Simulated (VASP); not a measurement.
Level of theory: PBE GGA, VASP's PBE PAW potentials (set 64) (plane waves; VASP 6.6.1).

VASP input:

### INCAR
```
! general
SYSTEM  = CdSe
PREC    = Accurate
ENCUT   = 400
LREAL   = F
LASPH   = T

! electronic loop
EDIFF   = 1E-6
NELM    = 100
ALGO    = Normal
LMAXMIX = 4

! smearing
ISMEAR  = 0
SIGMA   = 0.05

! functional
GGA     = PE

! ions
IBRION  = 2
NSW     = 60
ISIF    = 3
EDIFFG  = -0.01

! output
LWAVE   = F
LCHARG  = F
```

### KPOINTS
```
Automatic
0
Gamma
 7 7 7
0 0 0
```

### POSCAR
```
CdSe
1.0
  0.0000000000   3.0937450114   3.0937450114
  3.0937450114   0.0000000000   3.0937450114
  3.0937450114   3.0937450114   0.0000000000
Cd Se
1 1
Direct
  0.0000000000   0.0000000000   0.0000000000
  0.2500000000   0.2500000000   0.2500000000
```

POTCAR, in this order: Cd Se (PBE.64 set). Program: vasp_std.

The resulting files:

OUTCAR:
```
 ion  position               nearest neighbor table
   1  0.000  0.000  0.000-   2 2.68   2 2.68   2 2.68   2 2.68
   2  0.250  0.250  0.250-   1 2.68   1 2.68   1 2.68   1 2.68
  LATTYP: Found a face centered cubic cell.
 ALAT       =     6.1874900228
 Subroutine PRICEL returns:
 Original cell was already a primitive cell.
 Subroutine GETGRP returns: Found 24 space group operations
The static configuration has the point symmetry T_d .
The dynamic configuration has the point symmetry T_d .
 Subroutine INISYM returns: Found 24 space group operations
 Subroutine IBZKPT returns following result:
 Found     20 irreducible k-points:

 Following reciprocal coordinates:
            Coordinates               Weight
  0.000000  0.000000  0.000000      1.000000
  0.142857  0.000000  0.000000      8.000000
  0.285714  0.000000  0.000000      8.000000
  0.428571  0.000000  0.000000      8.000000
  0.142857  0.142857  0.000000      6.000000
  0.285714  0.142857  0.000000     24.000000
  0.428571  0.142857  0.000000     24.000000
 -0.428571  0.142857  0.000000     24.000000
 -0.285714  0.142857  0.000000     24.000000
...
```

File OSZICAR:
```
       N       E                     dE             d eps       ncg     rms          rms(c)
DAV:   1     0.972245543971E+02    0.97225E+02   -0.78229E+03   520   0.100E+03
DAV:   2    -0.167184876882E+01   -0.98896E+02   -0.95035E+02   615   0.268E+02
DAV:   3    -0.586011344773E+01   -0.41883E+01   -0.41786E+01   605   0.577E+01
DAV:   4    -0.588022411293E+01   -0.20111E-01   -0.20109E-01   570   0.393E+00
DAV:   5    -0.588035240458E+01   -0.12829E-03   -0.12829E-03   595   0.288E-01    0.587E+00
DAV:   6    -0.551493680832E+01    0.36542E+00   -0.68927E-01   677   0.105E+01    0.464E+00
DAV:   7    -0.549409075106E+01    0.20846E-01   -0.15828E-01   565   0.299E+00    0.204E+00
DAV:   8    -0.549481913492E+01   -0.72838E-03   -0.13863E-02   545   0.172E+00    0.238E-01
DAV:   9    -0.549497552525E+01   -0.15639E-03   -0.19149E-03   605   0.632E-01    0.480E-02
DAV:  10    -0.549505223462E+01   -0.76709E-04   -0.21984E-04   540   0.210E-01    0.462E-02
DAV:  11    -0.549510108232E+01   -0.48848E-04   -0.86453E-05   520   0.720E-02    0.147E-02
DAV:  12    -0.549509976209E+01    0.13202E-05   -0.73100E-06   620   0.384E-02    0.471E-03
DAV:  13    -0.549510049528E+01   -0.73319E-06   -0.24291E-06   519   0.115E-02
   1 F= -.54951005E+01 E0= -.54951005E+01  d E =-.549510E+01
       N       E                     dE             d eps       ncg     rms          rms(c)
DAV:   1    -0.549569823387E+01   -0.59847E-03   -0.12131E-02   580   0.145E+00    0.181E-01
DAV:   2    -0.549518471093E+01    0.51352E-03   -0.13038E-03   565   0.559E-01    0.591E-02
DAV:   3    -0.549512789352E+01    0.56817E-04   -0.14826E-04   545   0.136E-01    0.521E-02
DAV:   4    -0.549511900376E+01    0.88898E-05   -0.99010E-06   545   0.296E-02    0.862E-03
DAV:   5    -0.549511800150E+01    0.10023E-05   -0.19253E-06   425   0.203E-02    0.297E-03
DAV:   6    -0.549511788624E+01    0.11527E-06   -0.33225E-07   275   0.810E-03
   2 F= -.54951179E+01 E0= -.54951179E+01  d E =-.173910E-04
```

File OUTCAR:
```
------------------------ aborting loop because EDIFF is reached ----------------------------------------
  FORCE on cell =-STRESS in cart. coord.  units (eV):
  Direction    XX          YY          ZZ          XY          YZ          ZX
  --------------------------------------------------------------------------------------
  Total       -0.0047804     -0.0047804     -0.0047804     -0.0000000     -0.0000000     -0.0000000
  in kB       -0.1290858     -0.1290858     -0.1290858     -0.0000000     -0.0000000     -0.0000000
  external PRESSURE =      -0.1290858 kB  Pullay stress =       0.0000000 kB
  volume of cell :       59.33
      direct lattice vectors                 reciprocal lattice vectors
     0.000000000  3.095665080  3.095665080    -0.161516181  0.161516181  0.161516181
     3.095665080 -0.000000000  3.095665080     0.161516181 -0.161516181  0.161516181
     3.095665080  3.095665080  0.000000000     0.161516181  0.161516181 -0.161516181
  FREE ENERGIE OF THE ION-ELECTRON SYSTEM (eV)
  ---------------------------------------------------
  free  energy   TOTEN  =        -5.4951178862 eV

  energy  without entropy=       -5.4951178862  energy(sigma->0) =       -5.49511789

 reached required accuracy - stopping structural energy minimisation
```
(Selected blocks of OUTCAR.)

File CONTCAR:
```
CdSe
   1.00000000000000
     0.0000000000000000    3.0956650802947752    3.0956650802947752
     3.0956650802947752   -0.0000000000000000    3.0956650802947752
     3.0956650802947752    3.0956650802947752    0.0000000000000000
  Cd              Se
     1     1
Direct
     1.0000000000000000    1.0000000000000000    1.0000000000000000
     0.2500000000000000    0.2500000000000000    0.2500000000000000
```

**OUTCAR**
```
 val. band max:        0.5345772246   @ k =   0.0000   0.0000   0.0000

 cond. band min:       1.0306124313   @ k =   0.0000   0.0000   0.0000


 Fermi energy:         0.7482626182

 k-point     1 :       0.0000    0.0000    0.0000
  band No.  band energies     occupation
      1     -11.7747      2.00000
      2      -7.2341      2.00000
      3      -7.2341      2.00000
      4      -7.2341      2.00000
      5      -6.9139      2.00000
      6      -6.9139      2.00000
      7       0.5346      2.00000
      8       0.5346      2.00000
      9       0.5346      2.00000
     10       1.0306      0.00000
     11       6.4619      0.00000
     12       6.4619      0.00000
     13       6.4619      0.00000

 k-point     2 :       0.1429    0.0000    0.0000
  band No.  band energies     occupation
      1     -11.7138      2.00000
      2      -7.2153      2.00000
      3      -7.2153      2.00000
      4      -7.1745      2.00000
      5      -6.9148      2.00000
      6      -6.9148      2.00000
      7      -0.8398      2.00000
      8       0.3908      2.00000
      9       0.3908      2.00000
     10       2.1670      0.00000
     11       6.2128      0.00000
     12       6.6989      0.00000
     13       6.6989      0.00000

 k-point     3 :       0.2857    0.0000    0.0000
  band No.  band energies     occupation
      1     -11.5755      2.00000
      2      -7.1781      2.00000
      3      -7.1781      2.00000
      4      -6.9789      2.00000
      5      -6.9099      2.00000
      6      -6.9099      2.00000
      7      -2.3536      2.00000
      8       0.0988      2.00000
      9       0.0988      2.00000
     10       2.8096      0.00000
     11       6.6255      0.00000
     12       6.9922      0.00000
     13       6.9922      0.00000

 k-point     4 :       0.4286    0.0000    0.0000
  band No.  band energies     occupation
      1     -11.4635      2.00000
      2      -7.1556      2.00000
      3      -7.1556      2.00000
...
```

The compound is CdSe in the zinc blende structure, whereas wurtzite is the usual form. This run relaxes it. Symmetry was kept, so distortions that lower it aren't found. The start is the result of an earlier pass.
